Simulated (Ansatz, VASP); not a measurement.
## Cross-check of Cu (Cu(111) monolayer) between VASP and Ansatz

Aim: how closely do two programs agree when they are given the same cell, functional and k mesh? The cell is taken from a series of runs on this material, whose earlier steps may have relaxed, scaled, displaced or heated it; both programs get it as it stands.

Main program and level: Ansatz 0.2.0; plane waves, with VASP 6.6.1 beside it; single point at PBE.

**1. The starting structure**

The cell holds 1 atom: 1 Cu. Cell: a = 2.553 Å, b = 2.553 Å, c = 18.000 Å, α = 90.0°, β = 90.0°, γ = 60.0°. Vacuum lies along c.

As a file:

```xyz
1
Lattice="2.5527 0.0000 0.0000 1.2763 2.2107 0.0000 0.0000 0.0000 18.0000" Properties=species:S:1:pos:R:3
Cu    2.5527    1.4738    9.0000
```

**2. VASP: single point, PBE, pair 1**

A single point gives forces, pressure and levels at one fixed geometry, so differences don't come from the geometry; what else differs is listed under the comparison.

Lines of VASP's logs that name or quote its potential files are left out, and so is its time.

INCAR reads:

```
SYSTEM = Cu
PREC = Accurate
ENCUT = 520
EDIFF = 1E-06
NELM = 120
ISMEAR = -1
SIGMA = 0.1
LREAL = .FALSE.
ALGO = Normal
GGA = PE
NBANDS = 11
LASPH = .TRUE.
LORBIT = 11
LWAVE = .FALSE.
LCHARG = .FALSE.
ISIF = 2
LDIPOL = .TRUE.
IDIPOL = 3
DIPOL = 0.5 0.5 0.5
LVHAR = .TRUE.
GGA_COMPAT = .FALSE.
NELMDL = -8
KPAR = 2
```

POSCAR reads:

```
Cu
1.0
    2.5526554801      0.0000000000      0.0000000000
    1.2763277400      2.2106644929      0.0000000000
    0.0000000000      0.0000000000     18.0000000000
Cu
1
Direct
    0.6666666667      0.6666666667      0.5000000000
```

KPOINTS reads:

```
Automatic mesh
0
Gamma
18 18 1
0 0 0
```

Potentials, in the order of the species: Cu (PBE family, release 64).

Started as:

```
mpirun -np 2 vasp_std
```

Numbers of over 12 decimals in the logs are rounded to 6 here.

Log:

```text
[banner, memory and clock lines left out]
running    2 mpi-ranks, on    1 nodes
 distrk:  each k-point on    1 cores,    2 groups
 distr:  one band on    1 cores,    1 groups

 POSCAR found type information on POSCAR Cu
 POSCAR found :  1 types and       1 ions
 LDA part: xc-table for (Slater+PW92), standard interpolation
 POSCAR, INCAR and KPOINTS ok, starting setup
 FFT: planning ... GRIDC
 FFT: planning ... GRID_SOFT
 FFT: planning ... GRID
 WAVECAR not read
 entering main loop
       N       E                     dE             d eps       ncg     rms          rms(c)
DAV:   1     0.613888780288E+02    0.61389E+02   -0.38438E+03   814   0.771E+02
DAV:   2    -0.212882307992E+01   -0.63518E+02   -0.55887E+02   828   0.174E+02
DAV:   3    -0.346700588030E+01   -0.13382E+01   -0.13335E+01  1048   0.334E+01
DAV:   4    -0.348116112015E+01   -0.14155E-01   -0.14152E-01   976   0.397E+00
DAV:   5    -0.348153986751E+01   -0.37875E-03   -0.37874E-03  1018   0.622E-01
DAV:   6    -0.348155329128E+01   -0.13424E-04   -0.13423E-04  1014   0.105E-01
DAV:   7    -0.348155383143E+01   -0.54015E-06   -0.54026E-06   985   0.177E-02
DAV:   8    -0.348155386028E+01   -0.28855E-07   -0.29007E-07   724   0.403E-03    0.678E+00
DAV:   9    -0.354445300277E+01   -0.62899E-01   -0.17761E+01   952   0.730E+01    0.495E+00
DAV:  10    -0.297352522227E+01    0.57093E+00   -0.31545E+00   901   0.330E+01    0.488E-01
DAV:  11    -0.297664366358E+01   -0.31184E-02   -0.24811E-01  1051   0.798E+00    0.101E+00
DAV:  12    -0.296261647204E+01    0.14027E-01   -0.14624E-01   949   0.669E+00    0.186E-01
DAV:  13    -0.296150566151E+01    0.11108E-02   -0.56988E-03  1005   0.114E+00    0.265E-02
DAV:  14    -0.296132844159E+01    0.17722E-03   -0.13909E-04   916   0.164E-01    0.159E-02
DAV:  15    -0.296135154724E+01   -0.23106E-04   -0.10694E-04   856   0.907E-02    0.970E-03
DAV:  16    -0.296149232702E+01   -0.14078E-03   -0.35127E-05   829   0.762E-02    0.764E-03
DAV:  17    -0.296155204803E+01   -0.59721E-04   -0.22891E-05   846   0.302E-02    0.524E-03
DAV:  18    -0.296159639772E+01   -0.44350E-04   -0.45204E-06   862   0.194E-02    0.185E-03
DAV:  19    -0.296162603869E+01   -0.29641E-04   -0.59959E-06   883   0.286E-02    0.414E-03
DAV:  20    -0.296163885948E+01   -0.12821E-04   -0.39803E-06   865   0.320E-02    0.188E-03
DAV:  21    -0.296164195992E+01   -0.31004E-05   -0.18596E-07   858   0.486E-03    0.130E-03
DAV:  22    -0.296164382815E+01   -0.18682E-05   -0.28510E-07   837   0.771E-03    0.227E-04
DAV:  23    -0.296164392125E+01   -0.93105E-07   -0.27147E-09   844   0.808E-04
   1 F= -.29616439E+01 E0= -.29571398E+01  d E =-.900830E-02
```

OUTCAR, selected parts (step 2):

```text
ion  position               nearest neighbor table
   1  0.667  0.667  0.500-

  LATTYP: Found a hexagonal cell.
 ALAT       =     2.5526554801
 C/A-ratio  =     7.0514803664

 Subroutine GETGRP returns: Found 24 space group operations
 (whereof 12 operations were pure point group operations)

The static configuration has the point symmetry D_3h.
 The point group associated with its full space group is D_6h.

 Found     37 irreducible k-points:

   k-points           NKPTS =     37   k-points in BZ     NKDIM =     37   number of bands    NBANDS=     11

   dimension x,y,z NGX =    20 NGY =   20 NGZ =  140
   dimension x,y,z NGXF=    40 NGYF=   40 NGZF=  280

   ENCUT  =  520.0 eV  38.22 Ry    6.18 a.u.   4.75  4.75 33.47*2*pi/ulx,y,z

   NELECT =      11.0000    total number of electrons

 k-points in reciprocal lattice and weights: Automatic mesh
   0.00000000  0.00000000  0.00000000       0.003
   0.05555556  0.00000000  0.00000000       0.019
   0.11111111  0.00000000  0.00000000       0.019
   0.16666667  0.00000000  0.00000000       0.019
   0.22222222  0.00000000  0.00000000       0.019
   0.27777778  0.00000000  0.00000000       0.019
   0.33333333  0.00000000  0.00000000       0.019
   0.38888889  0.00000000  0.00000000       0.019
   0.44444444  0.00000000  0.00000000       0.019
[...]
-0.38888889  0.27777778  0.00000000       0.037
  -0.33333333  0.33333333  0.00000000       0.006

 dipolmoment           0.000000      0.000000      0.000000 electrons x Angstroem

 average (electrostatic) potential at core
       1 -73.7529

 E-fermi :  -3.4905

 k-point     1 :       0.0000    0.0000    0.0000
  band No.  band energies     occupation
    ...
      2      -5.4471      2.00000
      3      -5.4471      2.00000
      4      -5.3460      2.00000
      5      -4.4577      1.99987
      6      -4.4577      1.99987
      7      -2.5548      0.00017
      8       1.0645      0.00000
      9       1.7282      0.00000
     10       1.9083      0.00000
     11       3.5988      0.00000

 k-point     2 :       0.0556    0.0000    0.0000
  band No.  band energies     occupation
    ...
      2      -5.4713      2.00000
      3      -5.4127      2.00000
      4      -5.3244      2.00000
      5      -4.5483      1.99995
      6      -4.4645      1.99988
      7      -2.3887      0.00003
      8       1.1563      0.00000
      9       1.8264      0.00000
     10       2.0011      0.00000
     11       3.6974      0.00000

 k-point     3 :       0.1111    0.0000    0.0000
  band No.  band energies     occupation
    ...
      2      -5.5363      2.00000
      3      -5.3126      2.00000
      4      -5.2615      2.00000
      5      -4.7578      1.99999
      6      -4.4840      1.99990
      7      -1.9502      0.00000
      8       1.4319      0.00000
      9       2.1201      0.00000
     10       2.2799      0.00000
     11       3.9925      0.00000

  Total       -1.2632905     -1.2632905     -0.0075325      0.0000000     -0.0000000      0.0000000
  in kB      -19.9262816    -19.9262816     -0.1188123      0.0000000     -0.0000000      0.0000000
  external PRESSURE =     -13.3237918 kB  Pullay stress =       0.0000000 kB

  energy-cutoff  :      520.00
  volume of cell :      101.58
      direct lattice vectors                 reciprocal lattice vectors
     2.552655480  0.000000000  0.000000000     0.391748909 -0.226176338  0.000000000
     1.276327740  2.210664493  0.000000000     0.000000000  0.452352676  0.000000000
     0.000000000  0.000000000 18.000000000     0.000000000  0.000000000  0.055555556

 POSITION                                       TOTAL-FORCE (eV/Angst)
 -----------------------------------------------------------------------------------
      2.55266      1.47378      9.00000         0.000000     -0.000000      0.000000
 -----------------------------------------------------------------------------------
    total drift:                               -0.000002     -0.000001     -0.000000

  FREE ENERGIE OF THE ION-ELECTRON SYSTEM (eV)
  ---------------------------------------------------
  free  energy   TOTEN  =        -2.9616439213 eV

  energy  without entropy=       -2.9526356247  energy(sigma->0) =       -2.95713977

 vacuum level on the upper side and lower side of the slab         1.439         1.439

 total charge
# of ion       s       p       d       tot
------------------------------------------
    1        0.457   0.199   9.209   9.865

[... 3 further parts left out ...]
```

**3. Ansatz: single point, PBE, pair 1**

Ansatz runs on its default PAW (the set named soft_2) files.

The same cell, functional, mesh and smearing now go to Ansatz, which takes its cutoff from its data sets.

input.yaml reads:

```yaml
crystal:
  lattice:
    - [2.5526554801, 0.0, 0.0]
    - [1.27632774, 2.2106644929, 0.0]
    - [0.0, 0.0, 18.0]
  atoms:
    - { symbol: Cu, position: [0.6666666667, 0.6666666667, 0.5] }
kpoints:
  mp_grid: { grid: [18, 18, 1] }
hamiltonian:
  xc: pbe
scf:
  occupations: { method: fermi_dirac, width: 0.1 }
  convergence: { dr2_threshold: 1.0e-09 }
efield:
  axis: 3
  dipole_correction: true
  ramp_position: 0.97
  ramp_width: 0.06
output:
  write_potential: true
  write_density: true
  volumetric_format: npy
  elf: true
```

Started as:

```
ansatz run input.yaml --threads 2 --pin off --max-ram 3072MiB --backend cpu --events-out ev --progress --plain --runs-dir out
```

Log:

```text
Engine: ansatz 0.2.0, aarch64-unknown-linux-gnu
Pseudopotentials: kind: paw
Pseudopotential: Cu, paw, valence charge 19, recommended cutoff 420 eV (normal), Cu.paw.azcp
Functional definition: PBE
  parameter kappa = 0.804
  parameter beta = 0.066725
  exchange = pbe_x(kappa = kappa, mu = beta*pi^2/3)
  correlation = pbe_c(beta = beta)
Crystal: 1 atoms, lattice volume = 101.575 Å³
Basis set: ecut = 420 eV, 2011 PW (Γ)
Bands: 14, of which v1, the nominal top of the filled ones, is band 10 counted from 1 (9 counted from 0)
Symmetry: 12 space group operations
k-points: 37 of 324
Non-local potential: Cu, projectors of the file, l = 0: 3, l = 1: 2, l = 2: 3, l = 3: 1
PAW form: soft (Blöchl's): semilocal exchange-correlation on the pseudo side does not see the compensation charge
PAW one-centre angular grid: Cu, 590 points (default); XC on 64 Gauss nodes
Initial density: superposition of atomic densities (neutral atoms: chi_scale 0, normalization atom), corrected by the library's trained network
Initial wavefunctions: pseudopotential atomic-orbital guess
Functional: x = pbe(κ = 0.804, μ = 0.219515), c = pbe(β = 0.066725)
SCF iter   1: F=—  HF=-6624.391167 eV  |F-HF|=—  |Δ(HF+E_count)|=         —  Δρ=1.32e-3  dr2=2.28e-3  ethr=1.77e-3  p=-0.000 e·Å  D=-2.85e-15 V/Å  ΔV_dip=0.00 eV  dr2_dipole=1.12e-11  V_vac-E_F(+/−)=5.10/5.10 eV  ⟨swp⟩=5.5  Hψ=2736  notcnv=0
efield: sawtooth ramp at fractional position 0.9700 (set: `efield.ramp_position`, or a place that a band, a saddle search or an elastic batch's reference lends), width 0.0600; the density the first Hamiltonian is built on has a dipole p = -0.000 e·Å; the dipole correction subtracts the counter field D = -2.85e-15 V/Å, which shifts the + side's vacuum level by +0.00 eV against the − side's; the planar-averaged density in the ramp window peaks in size at 8.2e-6 e/Å³
preconditioner: auto → LDOS  [insulator: Δε(μ)=0.266 eV  Ē_g=8.929 eV  σ=0.100 eV  W_gap=0.52  n_scr=10 (ndim 8)  ℏωp=12.2 eV  f_vac=0.788  D(μ)=0.27/eV (n_scr^D=2)  ε∞_Penn≈2.9  β→1.0]
SCF iter   2: F=—  HF=-6624.391984 eV  |F-HF|=—  |Δ(HF+E_count)|=   8.18e-4  Δρ=3.59e-3  dr2=7.76e-3  ethr=1.20e-5  p=-0.000 e·Å  D=-3.22e-6 V/Å  ΔV_dip=0.00 eV  dr2_dipole=1.14e-10  V_vac-E_F(+/−)=4.90/4.90 eV  ⟨swp⟩=2.3  Hψ=1276  notcnv=0  defer=6
SCF iter   3: F=—  HF=-6624.391668 eV  |F-HF|=—  |Δ(HF+E_count)|=   3.17e-4  Δρ=2.97e-3  dr2=5.05e-3  ethr=1.20e-5  p=0.000 e·Å  D=8.69e-7 V/Å  ΔV_dip=-0.00 eV  dr2_dipole=3.12e-12  V_vac-E_F(+/−)=4.99/4.99 eV  ⟨swp⟩=2.0  Hψ=1020  notcnv=0  defer=6
SCF iter   4: F=—  HF=-6624.390750 eV  |F-HF|=—  |Δ(HF+E_count)|=   9.18e-4  Δρ=1.19e-3  dr2=8.15e-4  ethr=1.20e-5  p=0.000 e·Å  D=2.08e-6 V/Å  ΔV_dip=-0.00 eV  dr2_dipole=3.29e-11  V_vac-E_F(+/−)=4.97/4.97 eV  ⟨swp⟩=2.1  Hψ=661  notcnv=0  defer=6
SCF iter   5: F=—  HF=-6624.390591 eV  |F-HF|=—  |Δ(HF+E_count)|=   1.59e-4  Δρ=2.73e-4  dr2=4.29e-5  ethr=4.29e-6  p=-0.000 e·Å  D=-3.86e-6 V/Å  ΔV_dip=0.00 eV  dr2_dipole=1.25e-10  V_vac-E_F(+/−)=4.96/4.96 eV  ⟨swp⟩=2.6  Hψ=696  notcnv=0  defer=6
SCF iter   6: F=—  HF=-6624.390581 eV  |F-HF|=—  |Δ(HF+E_count)|=   9.37e-6  Δρ=2.40e-5  dr2=3.19e-7  ethr=2.26e-7  p=0.000 e·Å  D=1.41e-6 V/Å  ΔV_dip=-0.00 eV  dr2_dipole=1.69e-11  V_vac-E_F(+/−)=4.96/4.96 eV  ⟨swp⟩=2.0  Hψ=657  notcnv=0  defer=6
SCF iter   7: F=—  HF=-6624.390576 eV  |F-HF|=—  |Δ(HF+E_count)|=   4.96e-6  Δρ=2.54e-6  dr2=4.69e-9  ethr=1.68e-9  p=-0.000 e·Å  D=-3.46e-6 V/Å  ΔV_dip=0.00 eV  dr2_dipole=1.01e-10  V_vac-E_F(+/−)=4.95/4.95 eV  ⟨swp⟩=2.6  Hψ=840  notcnv=0  defer=6
SCF iter   8: F=—  HF=-6624.390576 eV  |F-HF|=—  |Δ(HF+E_count)|=   3.77e-9  Δρ=6.59e-7  dr2=2.32e-9  ethr=5.26e-12  p=0.000 e·Å  D=6.71e-6 V/Å  ΔV_dip=-0.00 eV  dr2_dipole=3.78e-10  V_vac-E_F(+/−)=4.95/4.96 eV  ⟨swp⟩=5.7  Hψ=1801  notcnv=0
SCF iter   9: F=-6624.390576 eV  HF=-6624.390576 eV  |F-HF|=2.49e-10  |Δ(HF+E_count)|=  3.71e-10  Δρ=1.24e-7  dr2=9.18e-12  ethr=5.26e-12  p=0.000 e·Å  D=2.59e-7 V/Å  ΔV_dip=-0.00 eV  dr2_dipole=6.28e-13  V_vac-E_F(+/−)=4.96/4.96 eV  ⟨swp⟩=1.1  Hψ=1399  notcnv=0
SCF 1 converged in 9 iterations: F = -6624.390576 eV  dr2 = 9.18e-12
  greatest PAW one-centre occupation: 1.000 electrons in one spin orbital (limit 2), on the Cu atom at site 0 (counted from 0), in its partial waves of l = 0
WARN: The output density's exchange-correlation potential varies sharply where the density is thin. Do not read a vacuum level from v_tot or v_xc, or from such a field of the output density. On a cell that repeats whose density bears no net charge and no dipole along the vacuum's axis use v_es (v_loc + v_h of the components); under efield.dipole_correction with no amplitude use v_es + v_field, which holds any externa [...]
SCF converged after 9 iterations
Free energy (F): -6624.390576 eV
Harris-Foulkes:  -6624.390576 eV  (|F-HF|=2.49e-10)
Internal energy: -6624.381100 eV  (E = F + TS)
E sigma→0 (E₀):  -6624.385838 eV
Entropy (-TS):   -0.009476 eV (-9.476 meV/atom)
Fermi energy:    -2.446580 eV
Dipole field:    D = -0.000001 V/Å  (p = -0.000001 e·Å, saw-weighted, corrected)
Work function:   Φ+ = 4.9550 eV   Φ− = 4.9550 eV
Levels:          The Fermi level and band energies are counted from a zero that moves with the ramp; work functions are not
--- Per-component energies (eV) ---
  E_band       = -702.929471
  E_kinetic    = 298.876604
  E_local      = -19085.694854  (includes V_loc(G=0)·N_el)
  E_nonlocal   = 394.131660
  E_hartree    = 9131.034051
  E_xc         = -87.322490
  E_vxc        = -112.449180  (∫ρ·V_xc dr)
  E_paw        = -1667.168960  (= ΣΔE_a)
  E_vpaw       = -459.861935  (= ΣTr[D̂ρ^β])
  E_aug_tail   = 0.000261  (compensation charges beyond the density's cutoff)
  E_efield     = 0.000000  (sawtooth field / dipole correction)
  E_vefield    = 0.000000  (∫n·V_field dr)
  E_ewald      = 4391.762628
  E_smearing   = -0.009476  (= −TS)
  E_closure    = 0.000000  (closes the sum)
  Σ components = -6624.390576   (vs F -6624.390576, Δ=0.00e0)
--- Band table (eV; the first three rows and the last of 37) ---
  k-point 0: bands = [... 6 lower, -4.3795, -4.2766, -3.3764, -3.3764, -1.5098, 2.1191, 2.7718, 2.9635]
  k-point 1: bands = [... 6 lower, -4.3447, -4.2548, -3.4691, -3.3833, -1.3418, 2.2109, 2.8699, 3.0562]
  k-point 2: bands = [... 6 lower, -4.2434, -4.1916, -3.6821, -3.4029, -0.9003, 2.4866, 3.1634, 3.3346]
  k-point 36: bands = [... 6 lower, -4.2591, -4.2591, -3.5997, 3.6760, 3.6760, 4.8666, 8.1720, 10.1594]
```

In the SCF lines HF is the Harris–Foulkes energy and dr2 the Hartree energy of the density residual, in eV; the loop may stop once dr2 is under the threshold and the program's other checks hold. Hψ counts applications of the Hamiltonian.

**4. Side by side**

Known differences besides the potentials themselves: the data sets hold 19 valence electrons in Ansatz (on its default PAW (the set named soft_2) files) and 11 in VASP; the cutoff is 420 eV in Ansatz and 520 eV in VASP. Total energies have different zeros and are not compared.

Compared:

| quantity | Ansatz | VASP | difference |
| --- | --- | --- | --- |
| work function, lower of the two faces (eV) | 4.96 | 4.93 | +0.03 |
| work function, higher of the two faces (eV) | 4.96 | 4.93 | +0.03 |

With vacuum in the cell, a pressure given here is an average over mostly empty space and none of the material.

**5. VASP: single point, PBE, pair 2**

A single point gives forces, pressure and levels at one fixed geometry, so differences don't come from the geometry; what else differs is listed under the comparison. This pair takes another cell of the material, with 2 atoms against 1 for the pair before.

INCAR: that of step 2 with these lines changed.

```diff
@@ -10,3 +10,3 @@
 GGA = PE
-NBANDS = 11
+NBANDS = 17
 LASPH = .TRUE.
```

POSCAR reads:

```
Cu
1.0
    2.5526554801      0.0000000000      0.0000000000
    1.2763277400      2.2106644929      0.0000000000
    0.0000000000      0.0000000000     20.0842344718
Cu
2
Direct
    0.6666666667      0.6666666666      0.4481126733
    0.0000000001      1.0000000000      0.5518873267
```

KPOINTS is that of step 2.

Started as:

```
mpirun -np 2 vasp_std
```

Log:

```text
[banner, memory and clock lines left out]
running    2 mpi-ranks, on    1 nodes
[...]
LDA part: xc-table for (Slater+PW92), standard interpolation
 POSCAR, INCAR and KPOINTS ok, starting setup
[...]
entering main loop
       N       E                     dE             d eps       ncg     rms          rms(c)
DAV:   1     0.148237423809E+03    0.14824E+03   -0.89756E+03  1258   0.129E+03
DAV:   2    -0.271263053173E+01   -0.15095E+03   -0.14245E+03  1259   0.263E+02
DAV:   3    -0.789293198554E+01   -0.51803E+01   -0.51064E+01  1538   0.792E+01
DAV:   4    -0.798695018735E+01   -0.94018E-01   -0.93950E-01  1467   0.114E+01
[...]
DAV:  22    -0.656868891594E+01   -0.25137E-05   -0.11332E-07  1053   0.384E-03    0.381E-04
DAV:  23    -0.656868997318E+01   -0.10572E-05   -0.30830E-08  1094   0.151E-03    0.164E-04
DAV:  24    -0.656869010044E+01   -0.12726E-06   -0.70296E-09  1075   0.160E-03
   1 F= -.65686901E+01 E0= -.65591683E+01  d E =-.190435E-01
```

Parts of OUTCAR (step 5):

```text
  Total       -0.9520833     -0.9520833      0.0297551      0.0000000      0.0000000      0.0000000
  in kB      -13.4590743    -13.4590743      0.4206310      0.0000000      0.0000000      0.0000000
  external PRESSURE =      -8.8325059 kB  Pullay stress =       0.0000000 kB

 POSITION                                       TOTAL-FORCE (eV/Angst)
 -----------------------------------------------------------------------------------
      2.55266      1.47378      9.00000        -0.000000     -0.000000     -0.020273
      0.00000      0.00000     11.08423         0.000000      0.000000      0.020273
 -----------------------------------------------------------------------------------
    total drift:                               -0.000002     -0.000001     -0.000023

  FREE ENERGIE OF THE ION-ELECTRON SYSTEM (eV)
  ---------------------------------------------------
  free  energy   TOTEN  =        -6.5686901004 eV

  energy  without entropy=       -6.5496465798  energy(sigma->0) =       -6.55916834

[... 3 further parts left out ...]
[key lines of the parts left out:]
E-fermi :  -2.1211
```

**6. Ansatz: single point, PBE, pair 2**

The same cell, functional, mesh and smearing now go to Ansatz, which takes its cutoff from its data sets.

The cell is taken from a series of runs on this material, whose earlier steps may have relaxed, scaled, displaced or heated it; both programs get it as it stands.

input.yaml, the sections that differ from step 3:

```yaml
crystal:
  lattice:
    - [2.5526554801, 0.0, 0.0]
    - [1.27632774, 2.2106644929, 0.0]
    - [0.0, 0.0, 20.0842344718]
  atoms:
    - { symbol: Cu, position: [0.6666666667, 0.6666666667, 0.4481126733] }
    - { symbol: Cu, position: [0.0, 0.0, 0.5518873267] }
output:
  write_potential: true
  write_density: true
  volumetric_format: npy
# kpoints, hamiltonian, scf, efield: as in step 3
```

Started as:

```
ansatz run input.yaml --threads 2 --pin off --max-ram 3072MiB --backend cpu --events-out ev --progress --plain --runs-dir out
```

Log:

```text
[...]
Crystal: 2 atoms, lattice volume = 113.337 Å³
Basis set: ecut = 420 eV, 2269 PW (Γ)
Bands: 23, of which v1, the nominal top of the filled ones, is band 19 counted from 1 (18 counted from 0)
Symmetry: 6 space group operations
k-points: 37 of 324 (time reversal used)
[...]
k-point 0: bands = [... 15 lower, -2.1896, -2.0971, -2.0971, -1.7414, -1.7414, -0.1053, 4.0733, 4.3426]
  k-point 1: bands = [... 15 lower, -2.3251, -2.1087, -1.9426, -1.8422, -1.7401, 0.1119, 4.1606, 4.4394]
  k-point 2: bands = [... 15 lower, -2.4756, -2.1379, -2.0794, -1.7379, -1.6758, 0.6451, 4.4229, 4.7297]
  k-point 36: bands = [... 15 lower, -2.1351, -1.8421, -1.8421, 4.0816, 4.2140, 4.2140, 7.0207, 7.5823]
[key lines of the parts left out:]
SCF converged after 9 iterations
Free energy (F): -13249.439495 eV
Fermi energy:    -0.227268 eV
Dipole field:    D = -0.000002 V/Å  (p = -0.000001 e·Å, saw-weighted, corrected)
Work function:   Φ+ = 4.7632 eV   Φ− = 4.7631 eV
```

(Continued in part 2 of 2.)

[Lines on the potential files, build, host, timing and source positions are cut from VASP's logs without a mark.]

[Logs are printed without paths, hosts, clocks, repeated set-up lines and the standing remarks that a program may print on its own settings, such as how far it seeks lower states.]

[Hosts, paths, dates, database ids (printed as entryN), source tags and the programs' standing remarks are cut or masked in the printed files.]
